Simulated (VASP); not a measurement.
Level of theory: PBE GGA, VASP's PBE PAW potentials (set 64) (plane waves; VASP 6.6.1).

The input files of a VASP run:

File KPOINTS:
```
Automatic mesh
0
Gamma
4 4 4
0 0 0
```

File POSCAR:
```
Cd4SSe3
6.1245010
  1.0000000226   0.0000000000   0.0000000000
  0.0000000000   1.0000000226   0.0000000000
  0.0000000000   0.0000000000   1.0000000226
Cd Se S
4 3 1
Cartesian
  0.0058977140   0.9941023086   0.9941023086
  0.4941022973   0.5058977254   0.9941023086
  0.4941022973   0.9941023086   0.5058977254
  0.0058977140   0.5058977254   0.5058977254
  0.2500000057   0.2500000057   0.2500000057
  0.7500000170   0.7500000170   0.2500000057
  0.7500000170   0.2500000057   0.7500000170
  0.2500000057   0.7500000170   0.7500000170
```

### INCAR
```
SYSTEM=Cd4SSe3
PREC=Accurate; ENCUT=400; LREAL=.FALSE.
LASPH=.TRUE.
EDIFF=1E-6; NELM=100; ALGO=Normal
LMAXMIX=4
ISMEAR=0; SIGMA=0.05
GGA=PE
LWAVE=.FALSE.; LCHARG=.TRUE.
```

POTCAR, in this order: Cd Se S (PBE.64 set). Program: vasp_std.

The resulting files:

**OSZICAR**
```
       N       E                     dE             d eps       ncg     rms          rms(c)
DAV:   1     0.441275023958E+03    0.44128E+03   -0.29975E+04   860   0.123E+03
DAV:   2     0.343110478531E+01   -0.43784E+03   -0.43005E+03   973   0.331E+02
DAV:   3    -0.240072233951E+02   -0.27438E+02   -0.27334E+02  1002   0.813E+01
DAV:   4    -0.243159741994E+02   -0.30875E+00   -0.30844E+00   930   0.839E+00
DAV:   5    -0.243201543619E+02   -0.41802E-02   -0.41795E-02  1009   0.934E-01    0.126E+01
DAV:   6    -0.226535014193E+02    0.16667E+01   -0.38965E+00  1043   0.137E+01    0.986E+00
DAV:   7    -0.226010474646E+02    0.52454E-01   -0.12788E+00   923   0.449E+00    0.442E+00
DAV:   8    -0.225984720343E+02    0.25754E-02   -0.15774E-01  1034   0.303E+00    0.577E-01
DAV:   9    -0.225960606509E+02    0.24114E-02   -0.29049E-02   996   0.141E+00    0.163E-01
DAV:  10    -0.225965718316E+02   -0.51118E-03   -0.30071E-03   937   0.323E-01    0.119E-01
DAV:  11    -0.225966771264E+02   -0.10529E-03   -0.18307E-04   970   0.712E-02    0.603E-02
DAV:  12    -0.225968114710E+02   -0.13434E-03   -0.19366E-04   923   0.598E-02    0.305E-02
DAV:  13    -0.225968195909E+02   -0.81199E-05   -0.18656E-05   907   0.185E-02    0.940E-03
DAV:  14    -0.225968186896E+02    0.90131E-06   -0.85130E-06   863   0.174E-02
   1 F= -.22596819E+02 E0= -.22596819E+02  d E =-.165420E-10
```

File OUTCAR:
```
------------------------ aborting loop because EDIFF is reached ----------------------------------------
  FORCE on cell =-STRESS in cart. coord.  units (eV):
  Direction    XX          YY          ZZ          XY          YZ          ZX
  --------------------------------------------------------------------------------------
  Total       -0.0461983     -0.0461983     -0.0461983     -0.0000000     -0.0000000     -0.0000000
  in kB       -0.3221991     -0.3221991     -0.3221991     -0.0000000     -0.0000000     -0.0000000
  external PRESSURE =      -0.3221991 kB  Pullay stress =       0.0000000 kB
  volume of cell :      229.73
      direct lattice vectors                 reciprocal lattice vectors
     6.124501139  0.000000000  0.000000000     0.163278605  0.000000000  0.000000000
     0.000000000  6.124501139  0.000000000     0.000000000  0.163278605  0.000000000
     0.000000000  0.000000000  6.124501139     0.000000000  0.000000000  0.163278605
 POSITION                                       TOTAL-FORCE (eV/Angst)
 -----------------------------------------------------------------------------------
      0.03612      6.08838      6.08838         0.008008     -0.008008     -0.008008
      3.02613      3.09837      6.08838        -0.008008      0.008008     -0.008008
      3.02613      6.08838      3.09837        -0.008008     -0.008008      0.008008
      0.03612      3.09837      3.09837         0.008008      0.008008      0.008008
      1.53113      1.53113      1.53113        -0.000000     -0.000000     -0.000000
      4.59338      4.59338      1.53113         0.000000     -0.000000     -0.000000
      4.59338      1.53113      4.59338        -0.000000     -0.000000     -0.000000
      1.53113      4.59338      4.59338         0.000000     -0.000000     -0.000000
 -----------------------------------------------------------------------------------
    total drift:                                0.000000      0.000000      0.000000
  FREE ENERGIE OF THE ION-ELECTRON SYSTEM (eV)
  ---------------------------------------------------
  free  energy   TOTEN  =       -22.5968186896 eV

  energy  without entropy=      -22.5968186895  energy(sigma->0) =      -22.59681869
```
(Selected blocks of OUTCAR.)

The structure was generated: Cd4SSe3 was put into an ordered model structure (P-43m), which need not be its known phase. It was relaxed first, which changed the volume by +7 %.
